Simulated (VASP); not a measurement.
```
CELL_PARAMETERS angstrom
      2.56187     0.00000     0.00000
     -0.85396     2.41536     0.00000
      0.00000     0.00000    25.10334
ATOMIC_POSITIONS crystal
  V  0.50000 0.50000 0.33335
  V  0.00000 0.00000 0.41667
  V  0.50000 0.50000 0.50000
  V  0.00000 0.00000 0.58333
  V  0.50000 0.50000 0.66665
```

These are PBEsol GGA, VASP's PBE PAW potentials (set 64) (plane waves; VASP) values and carry that method's errors. Settings: PREC = Normal, EDIFF = 1E-5, 400 eV cut-off, 11×11×1 Γ-centred mesh, first-order Methfessel-Paxton smearing of 0.10 eV, potentials V_sv.

Question: The ions are relaxed. Predict the relaxed structure.

Answer: 
```
CELL_PARAMETERS angstrom
      2.56187     0.00000     0.00000
     -0.85396     2.41536     0.00000
      0.00000     0.00000    25.10334
ATOMIC_POSITIONS crystal
  V  0.50000 0.50000 0.33844
  V  0.00000 0.00000 0.41684
  V  0.50000 0.50000 0.50000
  V  0.00000 0.00000 0.58316
  V  0.50000 0.50000 0.66156
```

Question: How much energy does the relaxation gain?

Answer: The energy (σ→0) changes by -11.4 meV/atom, in 8 ionic steps.

The cell is a thin slab with vacuum, built from V (bcc): (110) face. The run is not spin-polarised, so no magnetic state was tried.
